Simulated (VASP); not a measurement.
Ge (diamond):

```xyz
2
Lattice="0.0000 2.8290 2.8290 2.8290 0.0000 2.8290 2.8290 2.8290 0.0000" Properties=species:S:1:pos:R:3 pbc="T T T"
Ge     0.0000     0.0000     0.0000
Ge     1.4145     1.4145     1.4145
```

The lowest empty band near L, direction across the valley's axis, from mBJ (TB09) with spin-orbit coupling in VASP (PAW); its two spin partners are averaged. The gap over the points computed is 0.62 eV, and the next band on that side lies 3.27 eV away at the edge.

Numerical set-up: 400 eV cut-off, 9×9×9 Γ-centred mesh, Gaussian smearing of 0.050 eV, potentials Ge_d.

```tsv
distance from the edge in k (1/Å)	distance in energy (meV)
0.012	6.0
0.018	13.4
0.025	25.6
0.035	49.4
0.050	98.2
0.070	183.8
```

### Question
Fit E(1 + αE) = ħ²k²/2m* (ħ²/2m0 = 3.810 eV Å²) and predict the row at 0.095 1/Å.

### Answer
Least squares on the energies gives the electron mass m* = 0.092 m0 and α = 0.58 per eV, and so 316.4 meV. The run gave 315.9 meV, -0.5 meV from the fit.

Left out are points under 3 meV from the edge, since the levels carry 0.1 meV, and points farther than half the way to the next band.

The compound is Ge in the diamond structure. The cell was not relaxed at this level.
